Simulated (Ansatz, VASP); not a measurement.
**Al19Co6 (Al19Co6 (C2/m)) in two plane-wave programs**

Wanted: the spread between two codes on one cell, functional and k mesh. The structure shown is the start of the Ansatz relaxation below; VASP solves that cell, so the two are compared at the walk's first step.

Main program and level: Ansatz 0.2.0; plane waves, with VASP 6.6.1 beside it; single point at PBEsol.

### Step 1. The structure

The cell holds 50 atoms: 38 Al and 12 Co. Cell: a = 8.519 Å, b = 8.519 Å, c = 12.314 Å, α = 106.1°, β = 106.1°, γ = 56.4°.

### Step 2. Ansatz: relaxation, PBEsol

Ansatz runs on its PAW soft_1 files.

The two programs are compared at the cell with which this relaxation starts, whose forces are those of its first step.

File input.yaml:

```yaml
crystal:
  lattice:
    - [7.5078824, -4.0246105, 0.0]
    - [7.5078824, 4.0246105, 0.0]
    - [-3.879048, 0.0, 11.6866956]
  atoms:
    - { symbol: Al, position: [0.77076052, 0.21485581, 0.33069376] }
    - { symbol: Al, position: [0.22923948, 0.78514419, 0.66930624] }
    - { symbol: Al, position: [0.78514419, 0.22923948, 0.66930624] }
    - { symbol: Al, position: [0.21485581, 0.77076052, 0.33069376] }
    - { symbol: Al, position: [0.42229301, 0.42229301, 0.4201939] }
    - { symbol: Al, position: [0.57770699, 0.57770699, 0.5798061] }
    - { symbol: Al, position: [0.26654569, 0.26654569, 0.47843502] }
    - { symbol: Al, position: [0.73345431, 0.73345431, 0.52156498] }
    - { symbol: Al, position: [0.45470152, 0.90186552, 0.33630601] }
    - { symbol: Al, position: [0.54529848, 0.09813448, 0.66369399] }
    - { symbol: Al, position: [0.09813448, 0.54529848, 0.66369399] }
    - { symbol: Al, position: [0.90186552, 0.45470152, 0.33630601] }
    - { symbol: Al, position: [0.25663368, 0.25663368, 0.02536301] }
    - { symbol: Al, position: [0.74336632, 0.74336632, 0.97463699] }
    - { symbol: Al, position: [0.02685371, 0.02685371, 0.16857641] }
    - { symbol: Al, position: [0.97314629, 0.97314629, 0.83142359] }
    - { symbol: Al, position: [0.40986805, 0.40986805, 0.2148675] }
    - { symbol: Al, position: [0.59013195, 0.59013195, 0.7851325] }
    - { symbol: Al, position: [0.32389867, 0.93332395, 0.52313656] }
    - { symbol: Al, position: [0.67610133, 0.06667605, 0.47686344] }
    - { symbol: Al, position: [0.06667605, 0.67610133, 0.47686344] }
    - { symbol: Al, position: [0.93332395, 0.32389867, 0.52313656] }
    - { symbol: Al, position: [0.1787983, 0.1787983, 0.7282125] }
    - { symbol: Al, position: [0.8212017, 0.8212017, 0.2717875] }
    - { symbol: Al, position: [0.65501487, 0.08632526, 0.10932433] }
    - { symbol: Al, position: [0.34498513, 0.91367474, 0.89067567] }
    - { symbol: Al, position: [0.91367474, 0.34498513, 0.89067567] }
    - { symbol: Al, position: [0.08632526, 0.65501487, 0.10932433] }
    - { symbol: Al, position: [0.25051697, 0.74948303, 0.0] }
    - { symbol: Al, position: [0.74948303, 0.25051697, 0.0] }
    - { symbol: Al, position: [0.56634992, 0.56634992, 0.17330934] }
    - { symbol: Al, position: [0.43365008, 0.43365008, 0.82669066] }
    - { symbol: Al, position: [0.21154373, 0.21154373, 0.23685526] }
    - { symbol: Al, position: [0.78845627, 0.78845627, 0.76314474] }
    - { symbol: Al, position: [0.46241936, 0.9078147, 0.11370447] }
    - { symbol: Al, position: [0.53758064, 0.0921853, 0.88629553] }
    - { symbol: Al, position: [0.0921853, 0.53758064, 0.88629553] }
    - { symbol: Al, position: [0.9078147, 0.46241936, 0.11370447] }
    - { symbol: Co, position: [0.58104338, 0.58104338, 0.38013626] }
    - { symbol: Co, position: [0.41895662, 0.41895662, 0.61986374] }
    - { symbol: Co, position: [0.40908055, 0.40908055, 0.01557537] }
    - { symbol: Co, position: [0.59091945, 0.59091945, 0.98442463] }
    - { symbol: Co, position: [0.09982553, 0.09982553, 0.01655449] }
    - { symbol: Co, position: [0.90017447, 0.90017447, 0.98344551] }
    - { symbol: Co, position: [0.10814288, 0.10814288, 0.36834917] }
    - { symbol: Co, position: [0.89185712, 0.89185712, 0.63165083] }
    - { symbol: Co, position: [0.54917142, 0.10121076, 0.28040125] }
    - { symbol: Co, position: [0.45082858, 0.89878924, 0.71959875] }
    - { symbol: Co, position: [0.89878924, 0.45082858, 0.71959875] }
    - { symbol: Co, position: [0.10121076, 0.54917142, 0.28040125] }
basis:
  ecutwfc: 420
  xc_grid: 2
hamiltonian:
  xc: pbesol
  pseudopotentials: { kind: paw, azcp: { folder: soft_1 }, xc_functional: pbe }
kpoints:
  mp_grid: { grid: [6, 6, 4] }
scf:
  occupations: { method: fermi_dirac, width: 0.05 }
  max_iter: 150
output:
  forces: true
  stress: true
relax:
  f_tol: 0.01
  max_steps: 60
  cell: {}
checkpoint:
  write: "../pbesol.run"
  compress: false
  write_wavefunctions: false
  write_every: 100000
```

On the command line:

```sh
> ansatz run input.yaml --threads 4 --pin off --max-ram 6594MiB --backend cpu --events-out ev --progress --plain --runs-dir out
```

Numbers of over 12 decimals in the logs are rounded to 6 here.

The log of the run:

```text
Engine: ansatz 0.2.0, aarch64-unknown-linux-gnu
Pseudopotentials: kind: paw
Pseudopotential: Al, paw, valence charge 3, recommended cutoff 420 eV (normal), soft_1/Al.paw.azcp
Pseudopotential: Co, paw, valence charge 17, recommended cutoff 420 eV (normal), soft_1/Co.paw.azcp
Functional definition: PBEsol
  exchange = pbesol_x
  correlation = pbesol_c
Crystal: 50 atoms, lattice volume = 706.257 Å³
Basis set: ecut = 420 eV, 13833 PW (Γ), exchange–correlation on 120×120×180 points (8 copies of the dense FFT grid, shifted against one another)
Bands: 209, of which v1, the nominal top of the filled ones, is band 159 counted from 1 (158 counted from 0)
Symmetry: 4 space group operations
Space group: C2/m (ITA 12), of the structure as read, at distance tolerance 8.9e-5 Å
k-points: 47 of 144
Non-local potential: Al, projectors of the file, l = 0: 2, l = 1: 2, l = 2: 1
Non-local potential: Co, projectors of the file, l = 0: 3, l = 1: 2, l = 2: 3, l = 3: 1
PAW form: soft (Blöchl's): semilocal exchange-correlation on the pseudo side does not see the compensation charge
PAW frozen core: Al, regenerated for the run's functional, and the local potential with it (the file was generated under x = pbe(κ = 0.804, μ = 0.219515), c = pbe(β = 0.066725))
PAW frozen core: Co, regenerated for the run's functional, and the local potential with it (the file was generated under x = pbe(κ = 0.804, μ = 0.219515), c = pbe(β = 0.066725))
PAW one-centre angular grid: Al, 110 points (default); XC on 64 Gauss nodes
PAW one-centre angular grid: Co, 590 points (default); XC on 64 Gauss nodes
Initial density: superposition of atomic densities (chi_scale 0.1, normalization cell, long waves kept (reshape's long-wave potential 0.02 eV rms))
Initial wavefunctions: pseudopotential atomic-orbital guess
Functional: x = pbesol(κ = 0.804, μ = 0.123457), c = pbesol(β = 0.046)
SCF iter   1: F=—  HF=-81086.145916 eV  |F-HF|=—  |Δ(HF+E_count)|=         —  Δρ=1.07e-1  dr2=1.13e2  ethr=3.10e-3  ⟨swp⟩=5.5  Hψ=38435  notcnv=0  defer=542
preconditioner: auto → Kerker (q_TF=auto, 2.389 Å⁻¹)  [metal: Δε(μ)=0.005 eV  Ē_g=6.632 eV  σ=0.050 eV  W_gap=0.02  n_scr=164 (ndim 8)  ℏωp=20.8 eV  f_vac=0.000  D(μ)=11.76/eV (n_scr^D=62)]
SCF iter   2: F=—  HF=-81076.118763 eV  |F-HF|=—  |Δ(HF+E_count)|=    1.00e1  Δρ=4.79e-2  dr2=3.30e1  ethr=3.10e-3  ⟨swp⟩=2.0  Hψ=14333  notcnv=0  defer=1468
SCF iter   3: F=—  HF=-81068.918961 eV  |F-HF|=—  |Δ(HF+E_count)|=    7.20e0  Δρ=1.39e-2  dr2=2.11e0  ethr=3.10e-3  ⟨swp⟩=3.0  Hψ=14649  notcnv=0  defer=1468
SCF iter   4: F=—  HF=-81068.685047 eV  |F-HF|=—  |Δ(HF+E_count)|=   2.34e-1  Δρ=9.59e-3  dr2=5.71e-1  ethr=6.62e-4  ⟨swp⟩=2.4  Hψ=12151  notcnv=0  defer=1410
SCF iter   5: F=—  HF=-81068.655777 eV  |F-HF|=—  |Δ(HF+E_count)|=   2.93e-2  Δρ=3.74e-3  dr2=1.31e-1  ethr=1.80e-4  ⟨swp⟩=2.0  Hψ=12293  notcnv=0  defer=1410
SCF iter   6: F=—  HF=-81068.639953 eV  |F-HF|=—  |Δ(HF+E_count)|=   1.58e-2  Δρ=1.68e-3  dr2=2.94e-2  ethr=4.13e-5  ⟨swp⟩=1.5  Hψ=8459  notcnv=0  defer=1410
SCF iter   7: F=—  HF=-81068.635860 eV  |F-HF|=—  |Δ(HF+E_count)|=   4.09e-3  Δρ=4.94e-4  dr2=1.90e-3  ethr=9.26e-6  ⟨swp⟩=2.3  Hψ=11411  notcnv=0  defer=1410
SCF iter   8: F=—  HF=-81068.635611 eV  |F-HF|=—  |Δ(HF+E_count)|=   2.50e-4  Δρ=7.29e-5  dr2=1.31e-4  ethr=5.97e-7  ⟨swp⟩=2.0  Hψ=11162  notcnv=0  defer=1410
SCF iter   9: F=—  HF=-81068.635593 eV  |F-HF|=—  |Δ(HF+E_count)|=   1.81e-5  Δρ=2.91e-5  dr2=1.04e-5  ethr=4.11e-8  ⟨swp⟩=2.0  Hψ=12653  notcnv=0  defer=1410
SCF iter  10: F=—  HF=-81068.635799 eV  |F-HF|=—  |Δ(HF+E_count)|=   2.07e-4  Δρ=1.01e-5  dr2=9.58e-7  ethr=3.27e-9  ⟨swp⟩=2.1  Hψ=13911  notcnv=0  defer=1410
SCF iter  11: F=—  HF=-81068.635799 eV  |F-HF|=—  |Δ(HF+E_count)|=   1.78e-7  Δρ=6.54e-6  dr2=3.06e-7  ethr=3.01e-10  ⟨swp⟩=2.0  Hψ=13946  notcnv=0  defer=1410
SCF iter  12: F=-81068.635799 eV  HF=-81068.635799 eV  |F-HF|=1.18e-8  |Δ(HF+E_count)|=   2.45e-8  Δρ=1.21e-6  dr2=1.51e-8  ethr=3.14e-11  ⟨swp⟩=4.0  Hψ=26228  notcnv=0
SCF 1 converged in 12 iterations: F = -81068.635799 eV  dr2 = 1.51e-8
  greatest PAW one-centre occupation: 1.001 electrons in one spin orbital (limit 2), on the Co atom at site 49 (counted from 0), in its partial waves of l = 1
relax step   1: F+E_penalty+E_count = -81068.63579891 eV  Δ(F+E_penalty+E_count) = +0.000e0 eV  max|allowed force component| = 1.089e-1 eV/Å  Δτ_max = 0.0000 Å  P = +0.448 GPa  Ω = 706.257 Å³  (12 SCF iters, dr2 threshold 1.00e-7 eV, accepted)
Crystal: 50 atoms, lattice volume = 707.904 Å³
Basis set: ecut = 420 eV, 13851 PW (Γ), exchange–correlation on 120×120×180 points (8 copies of the dense FFT grid, shifted against one another)
Initial density: handed on by an earlier stage of this run
Initial wavefunctions: those handed on with the density
iter 1 solved again at ethr=2.50e-6 eV; its pass at ethr=3.10e-3 eV (dr2=7.96e-3 eV) is discarded
[...]
SCF converged after 6 iterations
Free energy (F): -81068.657817 eV
Harris-Foulkes:  -81068.657817 eV  (|F-HF|=2.91e-11)
Internal energy: -81068.543565 eV  (E = F + TS)
E sigma→0 (E₀):  -81068.600691 eV
Entropy (-TS):   -0.114252 eV (-2.285 meV/atom)
Fermi energy:    10.415274 eV
--- Per-component energies (eV) ---
  E_band       = -3947.086944
  E_kinetic    = 4468.074393
  E_local      = -52993.629379  (includes V_loc(G=0)·N_el)
  E_nonlocal   = 5647.026948
  E_hartree    = 24189.085165
  E_xc         = -2559.293836
  E_vxc        = -2585.505182  (∫ρ·V_xc dr)
  E_paw        = -35867.640741  (= ΣΔE_a)
  E_vpaw       = -6861.222566  (= ΣTr[D̂ρ^β])
  E_aug_tail   = -0.000351  (compensation charges beyond the density's cutoff)
  E_ewald      = -23955.154085
  E_core_change = 2.988319  (= ΣΔE_core)
  E_smearing   = -0.114252  (= −TS)
  E_closure    = 0.000000  (closes the sum)
  Σ components = -81068.657817   (vs F -81068.657817, Δ=0.00e0)
--- Forces (eV/Å), atoms counted from 1 ---
  atom   1  Al     0.00220910    -0.00165670     0.00451381
  atom   2  Al    -0.00220910     0.00165670    -0.00451381
  atom   3  Al    -0.00220910    -0.00165670    -0.00451381
  atom   4  Al     0.00220910     0.00165670     0.00451381
  atom   5  Al    -0.00181781    -0.00000000     0.00060278
  atom   6  Al     0.00181781     0.00000000    -0.00060278
  atom   7  Al     0.00391216     0.00000000     0.00106042
  atom   8  Al    -0.00391216    -0.00000000    -0.00106042
  atom   9  Al     0.00088781    -0.00121617     0.00061163
  atom  10  Al    -0.00088781     0.00121617    -0.00061163
  atom  11  Al    -0.00088781    -0.00121617    -0.00061163
  atom  12  Al     0.00088781     0.00121617     0.00061163
  atom  13  Al     0.00265552     0.00000000    -0.00079366
  atom  14  Al    -0.00265552    -0.00000000     0.00079366
  atom  15  Al    -0.00455082     0.00000000     0.00073591
  atom  16  Al     0.00455082    -0.00000000    -0.00073591
  atom  17  Al     0.00042032    -0.00000000    -0.00125879
  atom  18  Al    -0.00042032     0.00000000     0.00125879
  atom  19  Al    -0.00233180    -0.00240336    -0.00136516
  atom  20  Al     0.00233180     0.00240336     0.00136516
  atom  21  Al     0.00233180    -0.00240336     0.00136516
  atom  22  Al    -0.00233180     0.00240336    -0.00136516
  atom  23  Al    -0.00050233     0.00000000     0.00261573
  atom  24  Al     0.00050233    -0.00000000    -0.00261573
[...]
atom  43  Co    -0.00501134    -0.00000000     0.00456363
  atom  44  Co     0.00501134     0.00000000    -0.00456363
  atom  45  Co    -0.00749761    -0.00000000    -0.00148110
  atom  46  Co     0.00749761     0.00000000     0.00148110
  atom  47  Co    -0.00115884    -0.00071126    -0.00463795
  atom  48  Co     0.00115884     0.00071126     0.00463795
  atom  49  Co     0.00115884    -0.00071126     0.00463795
  atom  50  Co    -0.00115884     0.00071126    -0.00463795
  max |Σ_I F_I| component: 1.73e-18 eV/Å
--- Stress (GPa, compression-positive) ---
        0.008558       0.000000      -0.007973
        0.000000       0.017870       0.000000
       -0.007973       0.000000       0.004017
  P = ⅓ Tr σ = 0.0101 GPa (0.101 kbar)
--- Relaxed structure (4 steps of the walk, 4 accepted, 1 SCFs on fresh bases) ---
  F+E_penalty+E_count = -81068.65781730 eV   max|allowed force component| = 8.887e-3 eV/Å   (the final SCF, on the basis selected at the relaxed cell)
  cell:  # Å, volume = 708.5776 Å³
    - [7.510951, -4.028717, -0.0017208]
    - [7.510951, 4.028717, -0.0017208]
    - [-3.883312, 0.0, 11.709241]
  atoms:
    - { symbol: Al, position: [0.772273, 0.212696, 0.330772] }
    - { symbol: Al, position: [0.227727, 0.787304, 0.669228] }
    - { symbol: Al, position: [0.787304, 0.227727, 0.669228] }
    - { symbol: Al, position: [0.212696, 0.772273, 0.330772] }
    - { symbol: Al, position: [0.421914, 0.421914, 0.420548] }
    - { symbol: Al, position: [0.578086, 0.578086, 0.579452] }
    - { symbol: Al, position: [0.266531, 0.266531, 0.481158] }
    - { symbol: Al, position: [0.733469, 0.733469, 0.518842] }
    - { symbol: Al, position: [0.454745, 0.901306, 0.336102] }
    - { symbol: Al, position: [0.545255, 0.098694, 0.663898] }
    - { symbol: Al, position: [0.098694, 0.545255, 0.663898] }
    - { symbol: Al, position: [0.901306, 0.454745, 0.336102] }
    - { symbol: Al, position: [0.256540, 0.256540, 0.024125] }
    - { symbol: Al, position: [0.743460, 0.743460, 0.975875] }
    - { symbol: Al, position: [0.027266, 0.027266, 0.168567] }
    - { symbol: Al, position: [0.972734, 0.972734, 0.831433] }
    - { symbol: Al, position: [0.409836, 0.409836, 0.215091] }
    - { symbol: Al, position: [0.590164, 0.590164, 0.784909] }
    - { symbol: Al, position: [0.320547, 0.933957, 0.523838] }
    - { symbol: Al, position: [0.679453, 0.066043, 0.476162] }
    - { symbol: Al, position: [0.066043, 0.679453, 0.476162] }
    - { symbol: Al, position: [0.933957, 0.320547, 0.523838] }
    - { symbol: Al, position: [0.180490, 0.180490, 0.728459] }
    - { symbol: Al, position: [0.819510, 0.819510, 0.271541] }
[...]
- { symbol: Al, position: [0.566360, 0.566360, 0.173326] }
    - { symbol: Al, position: [0.433640, 0.433640, 0.826674] }
    - { symbol: Al, position: [0.212121, 0.212121, 0.237659] }
    - { symbol: Al, position: [0.787879, 0.787879, 0.762341] }
    - { symbol: Al, position: [0.462147, 0.907810, 0.113799] }
    - { symbol: Al, position: [0.537853, 0.092190, 0.886201] }
    - { symbol: Al, position: [0.092190, 0.537853, 0.886201] }
    - { symbol: Al, position: [0.907810, 0.462147, 0.113799] }
    - { symbol: Co, position: [0.580474, 0.580474, 0.379806] }
    - { symbol: Co, position: [0.419526, 0.419526, 0.620194] }
    - { symbol: Co, position: [0.409075, 0.409075, 0.015649] }
    - { symbol: Co, position: [0.590925, 0.590925, 0.984351] }
    - { symbol: Co, position: [0.100058, 0.100058, 0.016504] }
    - { symbol: Co, position: [0.899942, 0.899942, 0.983496] }
    - { symbol: Co, position: [0.109114, 0.109114, 0.368554] }
    - { symbol: Co, position: [0.890886, 0.890886, 0.631446] }
    - { symbol: Co, position: [0.548913, 0.101511, 0.280203] }
    - { symbol: Co, position: [0.451087, 0.898489, 0.719797] }
    - { symbol: Co, position: [0.898489, 0.451087, 0.719797] }
    - { symbol: Co, position: [0.101511, 0.548913, 0.280203] }
```

(Part 1 of 2 ends here.)

[Lines on the potential files, build, host, timing and source positions are cut from VASP's logs without a mark.]

[Logs are printed without paths, hosts, clocks, repeated set-up lines and the standing remarks that a program may print on its own settings, such as how far it seeks lower states.]

[Hosts, paths, dates, database ids (printed as entryN), source tags and the programs' standing remarks are cut or masked in the printed files.]
